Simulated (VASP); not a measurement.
The input files of a VASP run:

**INCAR**
```
# general
SYSTEM  = Pt
PREC    = Accurate
ENCUT   = 500   # plane-wave cut-off (eV)
LREAL   = .FALSE.
LASPH   = .TRUE.   # aspherical one-centre terms

# electronic loop
EDIFF   = 1E-6   # SCF stop (eV)
NELM    = 100   # most electronic steps
ALGO    = Normal
LMAXMIX = 6

# smearing
ISMEAR  = 1   # Methfessel-Paxton
SIGMA   = 0.1   # width (eV)

# functional
GGA     = PE

# ions
IBRION  = 2
NSW     = 40   # most ionic steps
ISIF    = 3
EDIFFG  = -0.02   # ionic stop
PSTRESS = 450   # kbar

# output
LWAVE   = .FALSE.
LCHARG  = .FALSE.
```

### POSCAR
```
Pt
1.0
  0.0000000000   1.9228713389   1.9228713389
  1.9228713389   0.0000000000   1.9228713389
  1.9228713389   1.9228713389   0.0000000000
Pt
1
Direct
  0.0000000000   0.0000000000   0.0000000000
```

**KPOINTS**
```
Regular mesh
0
G
 16 16 16
```

POTCAR, in this order: Pt (PBE.64 set). Program: vasp_std.

**Question.** Write an equivalent input for Ansatz.

**Answer.** One equivalent input (not run):
Ansatz 0.2 input:
```yaml
crystal:
  lattice:
    - [0.0000000, 1.9228713, 1.9228713]
    - [1.9228713, 0.0000000, 1.9228713]
    - [1.9228713, 1.9228713, 0.0000000]
  atoms:
    - { symbol: Pt, position: [0.0000000, 0.0000000, 0.0000000] }
kpoints:
  mp_grid: { grid: [16, 16, 16] }
hamiltonian:
  xc: pbe
  pseudopotentials: { kind: paw }
scf:
  occupations: { method: methfessel_paxton, width: 0.1 }
  max_iter: 100
relax:
  max_steps: 40
  f_tol: 0.02
  cell: { p_target: 45 }
output: { forces: true, stress: true, eigenvalues: true }
```
Limits of the translation: each code has its own PAW files, so the cut-off isn't converted (ENCUT is set for VASP's; basis.ecutwfc is left out, and Ansatz then takes the one that its files recommend); Ansatz stops its SCF on the density residual and VASP on the energy change (EDIFF).

The compound is Pt in the fcc structure. This run relaxes it under an external pressure of 45 GPa. Symmetry was kept, so distortions that lower it aren't found.
